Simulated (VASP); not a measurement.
ZnS (zinc blende), at 1.04 of the tabulated volume:

```
ZnS
1.0
    0.00000     2.74060     2.74060
    2.74060     0.00000     2.74060
    2.74060     2.74060     0.00000
Zn S
1 1
Direct
  0.00000   0.00000   0.00000
  0.25000   0.25000   0.25000
```

The lowest empty band near Γ, direction [100], from PBE with spin-orbit coupling in VASP (PAW); its two spin partners are averaged. The gap over the points computed is 1.91 eV, and the next band on that side lies 4.39 eV away at the edge.

Settings: 400 eV cut-off, 9×9×9 Γ-centred mesh, Gaussian smearing of 0.050 eV, potentials Zn S.

```csv
distance from the edge in k (1/Å),distance in energy (meV)
0.012,3.4
0.018,7.6
0.025,14.6
0.035,28.4
0.050,57.0
0.070,109.0
```

**Question.** Fit E(1 + αE) = ħ²k²/2m* (ħ²/2m0 = 3.810 eV Å²) and predict the row at 0.095 1/Å.

**Answer.** Least squares on the energies gives the electron mass m* = 0.162 m0 and α = 0.51 per eV, and so 192.9 meV. The run gave 192.9 meV, +0.0 meV from the fit.

Left out are points under 3 meV from the edge, since the levels carry 0.1 meV, and points farther than half the way to the next band.

The compound is ZnS in the zinc blende structure. The cell was not relaxed at this level.
